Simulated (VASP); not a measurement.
Input:

```xyz
2
Lattice="0.0000 2.5940 2.5940 2.5940 0.0000 2.5940 2.5940 2.5940 0.0000" Properties=species:S:1:pos:R:3 pbc="T T T"
Ca     0.0000     0.0000     0.0000
O      1.2970     1.2970     1.2970
```

Method: PBEsol GGA, VASP's PBE PAW potentials (set 64) (plane waves; VASP). Run with 520 eV cut-off, 8×8×8 Γ-centred mesh, Gaussian smearing of 0.050 eV, potentials Ca_sv O.

Task: Predict the energy per atom (σ→0), band gap (on the k-mesh) with the smallest direct gap where there is one.

Result: 
```
Property                                     Result
-----------------------------------  --------------
band gap (on the k-mesh)                    3.24 eV
smallest direct gap (on the k-mesh)         3.91 eV
energy per atom (σ→0)                -6.481 eV/atom
```

The structure was generated: CaO was put into the zinc blende type (F-43m), which need not be its known phase. It was relaxed first, which changed the volume by -20 %. The start is the result of an earlier pass.
